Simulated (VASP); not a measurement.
Consider the following.

```
CELL_PARAMETERS angstrom
      0.00000     2.74000     2.74000
      2.74000     0.00000     2.74000
      2.74000     2.74000     0.00000
ATOMIC_POSITIONS crystal
  Yb 0.00000 0.00000 0.00000
```

The numbers are results of PBE GGA with D3 dispersion (Becke-Johnson damping), VASP's PBE PAW potentials (set 64) (plane waves; VASP 6.6.1), not measurements. Numerical set-up: 520 eV cut-off, 10×10×10 Γ-centred mesh, first-order Methfessel-Paxton smearing of 0.10 eV, potentials Yb_2.

The 4f electrons are frozen in the core of the lanthanide potential, so 4f levels, which can set the real gap, and their magnetism are missing. Energy and stress use the plane-wave basis of the starting cell.

Question: The ions, cell shape and volume are relaxed. Which structure does the run end with?

Answer: 
```
CELL_PARAMETERS angstrom
      0.00000     2.64456     2.64456
      2.64456     0.00000     2.64456
      2.64456     2.64456     0.00000
ATOMIC_POSITIONS crystal
  Yb 0.00000 0.00000 0.00000
```
Space group Fm-3m (225), at a tolerance of 0.03 Å.

Question: How do energy and volume change from the first to the last step?

Answer: The energy (σ→0) changes by -21.4 meV/atom and the volume by -10.1 %, in 4 ionic steps.

The compound is Yb in the fcc structure. This run relaxes it. Symmetry was kept, so distortions that lower it aren't found.
